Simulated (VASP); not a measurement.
Input:

```
CELL_PARAMETERS angstrom
      4.80334     0.00000     0.00000
      0.00000     4.80334     0.00000
      0.00000     0.00000     3.24493
ATOMIC_POSITIONS crystal
  Sn 0.00000 0.00000 0.00000
  Sn 0.50000 0.50000 0.50000
  O  0.30619 0.30619 0.00000
  O  0.80619 0.19381 0.50000
  O  0.19381 0.80619 0.50000
  O  0.69381 0.69381 0.00000
```

These are optB88-vdW, VASP's PBE PAW potentials (set 64) (plane waves; VASP) values and carry that method's errors. Numerical set-up: 520 eV cut-off, 5×5×8 Γ-centred mesh, tetrahedra with Blöchl corrections, potentials Sn_d O.

The cores are frozen, which limits the accuracy of field gradients.

**Question.** Give the principal components of the electric field gradient (V/Å²) and the asymmetry η at each nucleus.

**Answer.** 
```json
[
 {"atom": "Sn1", "Vxx": "-46.3", "Vyy": "-5.5", "Vzz": "51.9", "η": "0.79"},
 {"atom": "Sn2", "Vxx": "-46.3", "Vyy": "-5.5", "Vzz": "51.9", "η": "0.79"},
 {"atom": "O3", "Vxx": "62.4", "Vyy": "49.9", "Vzz": "-112.3", "η": "0.11"},
 {"atom": "O4", "Vxx": "62.4", "Vyy": "49.9", "Vzz": "-112.3", "η": "0.11"},
 {"atom": "O5", "Vxx": "62.4", "Vyy": "49.9", "Vzz": "-112.3", "η": "0.11"},
 {"atom": "O6", "Vxx": "62.4", "Vyy": "49.9", "Vzz": "-112.3", "η": "0.11"}
]
```

The compound is SnO2 in the rutile structure. It was relaxed first.
